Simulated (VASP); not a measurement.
Consider the following.

```xyz
3
Lattice="0.0000 2.6552 2.6552 2.6552 0.0000 2.6552 2.6552 2.6552 0.0000" Properties=species:S:1:pos:R:3 pbc="T T T"
Co     0.0000     0.0000     0.0000
Si     1.3276     1.3276     1.3276
Si     3.9828     3.9828     3.9828
```

Level of theory: PBEsol GGA, VASP's PBE PAW potentials (set 64) (plane waves; VASP 6.6.1). Numerical set-up: 530 eV cut-off, 11×11×11 Γ-centred mesh, first-order Methfessel-Paxton smearing of 0.10 eV, potentials Co Si.

Finite-difference elastic constants of metals are sensitive to mesh and smearing; shear constants can be off by tens of GPa.

Task: Give the elastic stiffness tensor with the ions relaxed (GPa, in the frame of the cell).

Result: 
```csv
,xx,yy,zz,yz,xz,xy
xx,273,156,156,0.0,0.0,0.0
yy,156,273,156,0.0,0.0,0.0
zz,156,156,273,0.0,0.0,0.0
yz,0.0,0.0,0.0,103,0.0,0.0
xz,0.0,0.0,0.0,0.0,103,0.0
xy,0.0,0.0,0.0,0.0,0.0,103
```

Task: What does the run give for the Hill bulk modulus, Hill shear modulus, Young's modulus, Poisson's ratio?

Result: 
```yaml
hill_bulk_modulus: 195 GPa
hill_shear_modulus: 82.1 GPa
Young's modulus: 2160 kbar
Poisson's ratio: 0.315
```

The compound is CoSi2 in the fluorite structure. It was relaxed first. The run is not spin-polarised, so no magnetic state was tried. The electron count is odd and the run is not spin-polarised, which forces a metal.
